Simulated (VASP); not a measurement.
# LaTe3 under strain

How does the pressure of LaTe3 answer to a change of volume? The bands are shown for each cell. All runs use PBEsol. Left out of this account: at least 1 further run (fields: a reference on another mesh). The start is a computed cell from the Materials Project.

Method: PBEsol; plane waves and PAW (La, Te), in VASP 6.6.1.

**1. Set-up**

Symmetry: Cmcm, No. 63, orthorhombic system. The conventional cell has a = 4.428 Å, b = 27.172 Å, c = 4.431 Å, α = 90.00°, β = 90.00°, γ = 90.00°. La has 9 Te at 3.27 to 3.45 Å nearest. Te has 4 Te at 3.13 Å and 2 La at 3.44 Å nearest. Te has 4 Te at 3.13 Å and 2 La at 3.45 Å nearest. Nearest to Te lie 5 La at 3.27 to 3.38 Å. Farther neighbours and most contacts between anions are not listed.

As a file:

```xyz
8
Lattice="4.4277 0.0000 0.0000 0.0000 0.0000 4.4314 2.2139 -13.5862 0.0000" Properties=species:S:1:pos:R:3 pbc="T T T"
La    4.4277   -4.6336    3.3236
La    2.2139   -8.9526    1.1079
Te    2.2139  -11.5896    3.3236
Te    4.4277   -1.9966    1.1079
Te    2.2139   -1.9936    3.3236
Te    4.4277  -11.5926    1.1079
Te    4.4277   -8.0157    3.3236
Te    2.2139   -5.5705    1.1079
```

**2. Bands, cell as listed**

Levels along the symmetry lines show where the bands peak and cross; KPOINTS_OPT computes them in the converged potential. PBEsol restores the gradient expansion of exchange and is tuned for the cells of solids.

INCAR

```
SYSTEM = LaTe3
PREC = Accurate
ENCUT = 400
EDIFF = 1E-06
NELM = 100
ISMEAR = -1
SIGMA = 0.05
LREAL = .FALSE.
ALGO = Normal
GGA = PS
NBANDS = 49
LASPH = .TRUE.
LORBIT = 11
LWAVE = .FALSE.
LCHARG = .FALSE.
KPAR = 8
```

POSCAR

```
LaTe3
1.0
    4.4277389200      0.0000000000      0.0000000000
    0.0000000000      0.0000000000      4.4314171000
    2.2138694600    -13.5862412900      0.0000000000
La Te
2 6
Direct
    0.8294734600      0.7500000000      0.3410530800
    0.1705265400      0.2500000000      0.6589469200
    0.0734785600      0.7500000000      0.8530428800
    0.9265214400      0.2500000000      0.1469571200
    0.4266317800      0.7500000000      0.1467364400
    0.5733682200      0.2500000000      0.8532635600
    0.7050066000      0.7500000000      0.5899868000
    0.2949934000      0.2500000000      0.4100132000
```

KPOINTS

```
Automatic mesh
0
Gamma
7 7 7
0 0 0
```

KPOINTS_OPT

```
Line mode
12
Line-mode
Reciprocal
  0.00000000   0.00000000   0.00000000 GAMMA
  0.51327625   0.00000000   0.25663812 X

  0.51327625   0.00000000   0.25663812 X
  0.50000000   0.00000000   0.00000000 S

  0.50000000   0.00000000   0.00000000 S
  0.50000000   0.50000000   0.00000000 R

  0.50000000   0.50000000   0.00000000 R
  0.51327625   0.50000000   0.25663812 A

  0.51327625   0.50000000   0.25663812 A
  0.00000000   0.50000000   0.00000000 Z

  0.00000000   0.50000000   0.00000000 Z
  0.00000000   0.00000000   0.00000000 GAMMA

  0.00000000   0.00000000   0.00000000 GAMMA
  0.00000000   0.00000000  -0.50000000 Y

  0.00000000   0.00000000  -0.50000000 Y
  0.48672375   0.00000000  -0.25663812 X1

  0.48672375   0.00000000  -0.25663812 X1
  0.48672375   0.50000000  -0.25663812 A1

  0.48672375   0.50000000  -0.25663812 A1
  0.00000000   0.50000000  -0.50000000 T

  0.00000000   0.50000000  -0.50000000 T
  0.00000000   0.00000000  -0.50000000 Y

  0.00000000   0.50000000   0.00000000 Z
  0.00000000   0.50000000  -0.50000000 T
```

PAW data sets: La and Te (PBE family, release 64).

Command:

```bash
mpirun -np 8 vasp_std
```

The program printed:

```text
[banner, memory and clock lines left out]
running    8 mpi-ranks, on    1 nodes
 distrk:  each k-point on    1 cores,    8 groups
 distr:  one band on    1 cores,    1 groups

 POSCAR found type information on POSCAR LaTe
 POSCAR found :  2 types and       8 ions
|                                                                             |
|           W    W    AA    RRRRR   N    N  II  N    N   GGGG   !!!           |
|           W    W   A  A   R    R  NN   N  II  NN   N  G    G  !!!           |
|           W    W  A    A  R    R  N N  N  II  N N  N  G       !!!           |
|           W WW W  AAAAAA  RRRRR   N  N N  II  N  N N  G  GGG   !            |
|           WW  WW  A    A  R   R   N   NN  II  N   NN  G    G                |
|           W    W  A    A  R    R  N    N  II  N    N   GGGG   !!!           |
|                                                                             |
|     For optimal performance we recommend to set                             |
|       NCORE = 2 up to number-of-cores-per-socket                            |
|     NCORE specifies how many cores store one orbital (NPAR=cpu/NCORE).      |
|     This setting can greatly improve the performance of VASP for DFT.       |
|     The default, NCORE=1 might be grossly inefficient on modern             |
|     multi-core architectures or massively parallel machines. Do your        |
|     Unfortunately you need to use the default for GW and RPA                |
|     calculations (for HF NCORE is supported but not extensively tested      |
|     yet).                                                                   |
|                                                                             |

|                                                                             |
|               ----> ADVICE to this user running VASP <----                  |
|                                                                             |
|     You enforced a specific xc type in the INCAR file but a different       |
|     [... a line on the potential file left out ...]
|     I HOPE YOU KNOW WHAT YOU ARE DOING!                                     |
|                                                                             |

 LDA part: xc-table for (Slater+PW92), standard interpolation
 POSCAR, INCAR and KPOINTS ok, starting setup
 FFT: planning ... GRIDC
 FFT: planning ... GRID_SOFT
 FFT: planning ... GRID
 WAVECAR not read
 entering main loop
       N       E                     dE             d eps       ncg     rms          rms(c)
DAV:   1     0.503446675352E+03    0.50345E+03   -0.16793E+04  6280   0.103E+03
DAV:   2     0.612932121616E+02   -0.44215E+03   -0.39514E+03  7217   0.240E+02
DAV:   3    -0.316930979761E+02   -0.92986E+02   -0.83862E+02  8036   0.118E+02
DAV:   4    -0.408535304346E+02   -0.91604E+01   -0.90344E+01 10820   0.373E+01
DAV:   5    -0.414586328422E+02   -0.60510E+00   -0.60352E+00 12112   0.867E+00    0.133E+01
DAV:   6    -0.404432504516E+02    0.10154E+01   -0.38865E+00 11357   0.998E+00    0.670E+00
DAV:   7    -0.404406216743E+02    0.26288E-02   -0.11388E+00 10184   0.353E+00    0.478E+00
DAV:   8    -0.404403030366E+02    0.31864E-03   -0.97476E-02 11056   0.133E+00    0.234E+00
DAV:   9    -0.404370998319E+02    0.32032E-02   -0.34620E-02 11280   0.911E-01    0.586E-01
DAV:  10    -0.404371410230E+02   -0.41191E-04   -0.40613E-03 11520   0.228E-01    0.336E-01
DAV:  11    -0.404372789164E+02   -0.13789E-03   -0.12188E-03 11144   0.147E-01    0.110E-01
DAV:  12    -0.404373403487E+02   -0.61432E-04   -0.21601E-04 11872   0.527E-02    0.748E-02
DAV:  13    -0.404374033694E+02   -0.63021E-04   -0.27184E-04 11304   0.552E-02    0.366E-02
DAV:  14    -0.404374113616E+02   -0.79923E-05   -0.47716E-05 12471   0.228E-02    0.291E-02
DAV:  15    -0.404374133490E+02   -0.19874E-05   -0.94423E-06 10944   0.972E-03    0.116E-02
DAV:  16    -0.404374132523E+02    0.96670E-07   -0.11097E-06  6271   0.431E-03
   1 F= -.40437413E+02 E0= -.40431238E+02  d E =-.123501E-01
 Start KPOINTS_OPT (optional k-point list driver)
k-point batch [1-64\144]
       N       E                     dE             ncg
DAV:   1     0.253643430999E+05   -0.52465E+05     6280
DAV:   2    -0.357282927251E+04   -0.28937E+05     7232
DAV:   3    -0.937967305217E+04   -0.58068E+04     8217
DAV:   4    -0.989769270452E+04   -0.51802E+03    10803
DAV:   5    -0.993217227919E+04   -0.34480E+02    12016
DAV:   6    -0.993520967612E+04   -0.30374E+01    11208
DAV:   7    -0.993534755807E+04   -0.13788E+00    11944
DAV:   8    -0.993535792857E+04   -0.10371E-01    11072
DAV:   9    -0.993535842400E+04   -0.49543E-03    11776
DAV:  10    -0.993535847210E+04   -0.48103E-04     8672
DAV:  11    -0.993535847452E+04   -0.24142E-05     6328
DAV:  12    -0.993535847495E+04   -0.43145E-06     5744
[...]
k-point batch [129-144\144]
       N       E                     dE             ncg
DAV:   1     0.534054598014E+05   -0.81195E+04     1568
DAV:   2     0.461400157299E+05   -0.72654E+04     1813
DAV:   3     0.447014863375E+05   -0.14385E+04     2110
DAV:   4     0.445691381396E+05   -0.13235E+03     2753
DAV:   5     0.445604426820E+05   -0.86955E+01     2976
DAV:   6     0.445594286478E+05   -0.10140E+01     2912
DAV:   7     0.445593861953E+05   -0.42453E-01     2960
DAV:   8     0.445593824788E+05   -0.37165E-02     2880
DAV:   9     0.445593822820E+05   -0.19687E-03     2960
DAV:  10     0.445593822618E+05   -0.20167E-04     2288
DAV:  11     0.445593822608E+05   -0.99621E-06     1824
```

Wall time 2.4 min (8 MPI ranks of Intel Xeon 6975P-C (Granite Rapids), shared host); peak memory 7 GiB; 19 min of CPU time.

The logs omit lines about the potential files and the build; timing stands in the text.

OUTCAR, selected parts (step 2):

```text
ion  position               nearest neighbor table
   1  0.829  0.750  0.341-   8 3.27   8 3.27   8 3.27   8 3.27   7 3.38   4 3.44   4 3.44   5 3.45
                             5 3.45
   2  0.171  0.250  0.659-   7 3.27   7 3.27   7 3.27   7 3.27   8 3.38   3 3.44   3 3.44   6 3.45
                             6 3.45
   3  0.073  0.750  0.853-   6 3.13   6 3.13   6 3.13   6 3.13   2 3.44   2 3.44
   4  0.927  0.250  0.147-   5 3.13   5 3.13   5 3.13   5 3.13   1 3.44   1 3.44
   5  0.427  0.750  0.147-   4 3.13   4 3.13   4 3.13   4 3.13   1 3.45   1 3.45
   6  0.573  0.250  0.853-   3 3.13   3 3.13   3 3.13   3 3.13   2 3.45   2 3.45
   7  0.705  0.750  0.590-   2 3.27   2 3.27   2 3.27   2 3.27   1 3.38
   8  0.295  0.250  0.410-   1 3.27   1 3.27   1 3.27   1 3.27   2 3.38

  LATTYP: Found a base centered orthorhombic cell.
 ALAT       =     4.4277389200
 B/A-ratio  =     6.1368755184
 C/A-ratio  =     1.0008307129

 Subroutine GETGRP returns: Found  8 space group operations
 (whereof  4 operations were pure point group operations)

The static configuration has the point symmetry C_2h.
 The point group associated with its full space group is D_2h.

 Found     64 irreducible k-points:

   k-points           NKPTS =     64   k-points in BZ     NKDIM =     64   number of bands    NBANDS=     49

   dimension x,y,z NGX =    30 NGY =   30 NGZ =   90
   dimension x,y,z NGXF=    60 NGYF=   60 NGZF=  180

   ENCUT  =  400.0 eV  29.40 Ry    5.42 a.u.   7.22  7.23 22.45*2*pi/ulx,y,z

   NELECT =      58.0000    total number of electrons

 k-points in reciprocal lattice and weights: Automatic mesh
   0.00000000  0.00000000  0.00000000       0.003
   0.14285714  0.00000000  0.00000000       0.012
   0.28571429  0.00000000  0.00000000       0.012
   0.42857143  0.00000000  0.00000000       0.012
   0.00000000  0.14285714  0.00000000       0.006
   0.14285714  0.14285714  0.00000000       0.023
   0.28571429  0.14285714  0.00000000       0.023
   0.42857143  0.14285714  0.00000000       0.023
   0.00000000  0.28571429  0.00000000       0.006
[...]
0.00000000  0.42857143  0.42857143       0.012
  -0.14285714  0.42857143  0.42857143       0.012

 average (electrostatic) potential at core
       1 -97.5687       2 -97.5687       3 -88.0479       4 -88.0479       5 -88.0455
       6 -88.0455       7 -86.8927       8 -86.8927

 E-fermi :   6.2426

 k-point     1 :       0.0000    0.0000    0.0000
  band No.  band energies     occupation
    ...
     24       5.4486      2.00000
     25       5.5261      2.00000
     26       5.9054      1.99764
     27       5.9094      1.99745
     28       5.9929      1.98651
     29       7.4809      0.00000
     30       7.8825      0.00000
     31       8.0726      0.00000
     32       8.2658      0.00000
     33       8.2786      0.00000
    ...

 k-point     2 :       0.1429    0.0000    0.0000
  band No.  band energies     occupation
    ...
     24       5.0889      2.00000
     25       5.5078      2.00000
     26       5.5596      2.00000
     27       5.7182      1.99994
     28       6.0879      1.91316
     29       7.6358      0.00000
     30       7.6620      0.00000
     31       7.6809      0.00000
     32       7.7727      0.00000
     33       7.8201      0.00000
    ...

 k-point     3 :       0.2857    0.0000    0.0000
  band No.  band energies     occupation
    ...
     24       4.6464      2.00000
     25       4.9563      2.00000
     26       5.1269      2.00000
     27       5.4238      2.00000
     28       5.9335      1.99588
     29       6.3842      0.11109
     30       6.5073      0.00998
     31       6.6868      0.00028
     32       6.8091      0.00002
     33       7.9767      0.00000
    ...

  Total       -4.1461094     -3.6425229     -4.1884721      0.0000000      0.0000000      0.0000000
  in kB      -24.9188145    -21.8921754    -25.1734218      0.0000000      0.0000000      0.0000000
  external PRESSURE =     -23.9948039 kB  Pullay stress =       0.0000000 kB

  energy-cutoff  :      400.00
  volume of cell :      266.58
      direct lattice vectors                 reciprocal lattice vectors
     4.427738920  0.000000000  0.000000000     0.225848908  0.036801937  0.000000000
     0.000000000  0.000000000  4.431417100     0.000000000  0.000000000  0.225661448
     2.213869460-13.586241290  0.000000000     0.000000000 -0.073603875  0.000000000

 POSITION                                       TOTAL-FORCE (eV/Angst)
 -----------------------------------------------------------------------------------
      4.42774     -4.63363      3.32356        -0.000000      0.044632     -0.000000
      2.21387     -8.95261      1.10785         0.000000     -0.044632      0.000000
      2.21387    -11.58965      3.32356        -0.000000      0.141772     -0.000000
      4.42774     -1.99659      1.10785         0.000000     -0.141772     -0.000000
      2.21387     -1.99360      3.32356         0.000000     -0.155044      0.000000
      4.42774    -11.59264      1.10785         0.000000      0.155044     -0.000000
      4.42774     -8.01570      3.32356        -0.000000     -0.001717      0.000000
      2.21387     -5.57054      1.10785         0.000000      0.001717      0.000000
 -----------------------------------------------------------------------------------
    total drift:                               -0.000000     -0.000000      0.000000

  FREE ENERGIE OF THE ION-ELECTRON SYSTEM (eV)
  ---------------------------------------------------
  free  energy   TOTEN  =       -40.4374132523 eV

  energy  without entropy=      -40.4250631554  energy(sigma->0) =      -40.43123820

 total charge
# of ion       s       p       d       f       tot
--------------------------------------------------
    1        2.023   5.630   0.653   0.151   8.456
    2        2.023   5.630   0.653   0.151   8.456
    3        1.420   1.843   0.036   0.000   3.300
    4        1.420   1.843   0.036   0.000   3.300
    5        1.420   1.843   0.036   0.000   3.299
    6        1.420   1.843   0.036   0.000   3.299
    7        1.351   2.088   0.015   0.000   3.453
    8        1.351   2.088   0.015   0.000   3.453
--------------------------------------------------
tot         12.427  22.808   1.480   0.302  37.017

[... 3 further parts left out ...]
```

Spin-orbit coupling is off here; it can split and shift levels that hold much weight on La and Te by tenths of an eV or more. The cell is typed on its shortest vectors, so the axes of tensors and the coordinates of k-points follow the printed cell and not the standard setting. The PAW data sets were made with PBE, which is usual practice but a small mismatch for other functionals. At this level the cell is under a tension of 2.4 GPa, so at these settings it is away from equilibrium.

Numbers from this step:

- SCF cycles: 16
- electrons: 58
- bands: 49
- irreducible k-points: 64
- symmetry operations: 8
- free energy (TOTEN): -40.44 eV
- energy at zero smearing: -40.43 eV
- Fermi energy: 6.243 eV
- pressure: -2.399 GPa
- metallic, judged on the points sampled: yes

Electronic bands along the path, in eV, zero at the Fermi level; # counts the bands kept in this run, so #1 is VASP's band 13:

| point | #13 | #14 | #15 | #16 | #17 | #18 | #19 | #20 |
| --- | --- | --- | --- | --- | --- | --- | --- | --- |
| Γ | -0.72 | -0.34 | -0.33 | -0.25 | 1.24 | 1.64 | 1.83 | 2.02 |
| 0.55 of the way | -1.26 | -0.98 | -0.91 | -0.26 | 0.20 | 0.32 | 0.54 | 0.56 |
| X | -1.52 | -1.38 | -1.38 | -1.26 | -1.19 | -1.08 | -0.65 | -0.55 |
| 0.55 of the way | -1.51 | -1.39 | -1.39 | -1.27 | -1.21 | -1.07 | -0.63 | -0.59 |
| S | -1.49 | -1.42 | -1.39 | -1.28 | -1.22 | -1.06 | -0.63 | -0.60 |
| 0.45 of the way | -1.47 | -1.23 | -1.08 | -0.99 | 1.17 | 1.23 | 1.62 | 1.69 |
| R | -1.65 | -1.65 | -1.15 | -1.15 | 2.17 | 2.17 | 2.26 | 2.26 |
| 0.45 of the way | -1.65 | -1.65 | -1.15 | -1.15 | 2.17 | 2.17 | 2.26 | 2.26 |
| A | -1.64 | -1.64 | -1.15 | -1.15 | 2.17 | 2.17 | 2.26 | 2.26 |
| 0.45 of the way | -1.36 | -1.36 | -1.12 | -1.12 | 1.73 | 1.73 | 2.11 | 2.11 |
| Z | -1.34 | -1.34 | -1.33 | -1.33 | -1.15 | -1.15 | -0.71 | -0.71 |
| 0.55 of the way | -1.04 | -1.03 | -0.56 | -0.18 | 0.69 | 0.80 | 0.89 | 1.02 |
| Γ | -0.72 | -0.34 | -0.33 | -0.25 | 1.24 | 1.64 | 1.83 | 2.02 |
| 0.55 of the way | -0.72 | -0.47 | -0.34 | -0.33 | 1.24 | 1.62 | 1.84 | 2.04 |
| Y | -0.72 | -0.66 | -0.34 | -0.33 | 1.24 | 1.64 | 1.83 | 2.05 |
| 0.45 of the way | -1.07 | -1.02 | -0.52 | -0.36 | 0.74 | 0.87 | 0.95 | 1.04 |
| X1 | -1.52 | -1.38 | -1.38 | -1.26 | -1.19 | -1.08 | -0.65 | -0.55 |
| 0.45 of the way | -1.48 | -1.22 | -1.05 | -1.01 | 1.15 | 1.21 | 1.65 | 1.70 |
| A1 | -1.64 | -1.64 | -1.15 | -1.15 | 2.17 | 2.17 | 2.26 | 2.26 |
| 0.55 of the way | -1.36 | -1.36 | -1.01 | -1.01 | 1.14 | 1.14 | 1.59 | 1.59 |
| T | -1.54 | -1.54 | -1.31 | -1.31 | -1.11 | -1.11 | -0.54 | -0.54 |
| 0.55 of the way | -1.04 | -0.89 | -0.75 | -0.31 | 0.69 | 0.81 | 0.90 | 1.01 |
| Y | -0.72 | -0.66 | -0.34 | -0.33 | 1.24 | 1.64 | 1.83 | 2.05 |
| jump to Z | -1.34 | -1.34 | -1.33 | -1.33 | -1.15 | -1.15 | -0.71 | -0.71 |
| 0.45 of the way | -1.47 | -1.47 | -1.32 | -1.32 | -1.12 | -1.12 | -0.62 | -0.62 |
| T | -1.54 | -1.54 | -1.31 | -1.31 | -1.11 | -1.11 | -0.54 | -0.54 |

Of the projections kept (La, Te), the largest for each band there, as a share of the weight inside these atoms' spheres; weight between the spheres isn't counted:

| point | #13 | #14 | #15 | #16 | #17 | #18 | #19 | #20 |
| --- | --- | --- | --- | --- | --- | --- | --- | --- |
| Γ | Te 0.65 | Te 0.78 | Te 0.78 | Te 0.89 | La 0.64 | La 0.73 | La 0.79 | La 0.51 |
| X | Te 0.84 | Te 0.89 | Te 0.96 | Te 0.92 | Te 0.96 | Te 0.92 | Te 0.83 | Te 0.89 |
| S | Te 0.87 | Te 0.95 | Te 0.89 | Te 0.92 | Te 0.97 | Te 0.93 | Te 0.85 | Te 0.87 |
| R | Te 0.84 | Te 0.84 | Te 0.78 | Te 0.78 | La 0.98 | La 0.98 | La 0.97 | La 0.97 |
| A | Te 0.83 | Te 0.83 | Te 0.78 | Te 0.78 | La 0.98 | La 0.98 | La 0.98 | La 0.98 |
| Z | Te 0.95 | Te 0.95 | Te 0.91 | Te 0.91 | Te 0.92 | Te 0.92 | Te 0.87 | Te 0.87 |

Force by atom:

| atom | x (eV/Å) | y (eV/Å) | z (eV/Å) | size |
| --- | --- | --- | --- | --- |
| La1 | 0.000 | 0.045 | 0.000 | 0.045 |
| La2 | 0.000 | -0.045 | 0.000 | 0.045 |
| Te3 | 0.000 | 0.142 | 0.000 | 0.142 |
| Te4 | 0.000 | -0.142 | 0.000 | 0.142 |
| Te5 | 0.000 | -0.155 | 0.000 | 0.155 |
| Te6 | 0.000 | 0.155 | 0.000 | 0.155 |
| Te7 | 0.000 | -0.002 | 0.000 | 0.002 |
| Te8 | 0.000 | 0.002 | 0.000 | 0.002 |

There is no gap at this level.

(Part 1 of 5 ends here.)

[Lines on the potential files, build, host, timing and source positions are cut from VASP's logs without a mark.]

[Logs are printed without paths, hosts, clocks, repeated set-up lines and the standing remarks that a program may print on its own settings, such as how far it seeks lower states.]

[Hosts, paths, dates, database ids (printed as entryN), source tags and the programs' standing remarks are cut or masked in the printed files.]

[A measured line is paired with the nearest computed mode of its activity, which favours agreement.]

[In band tables of VASP the shares of atoms and orbitals are scaled to a sum of 1 inside the atoms' spheres.]
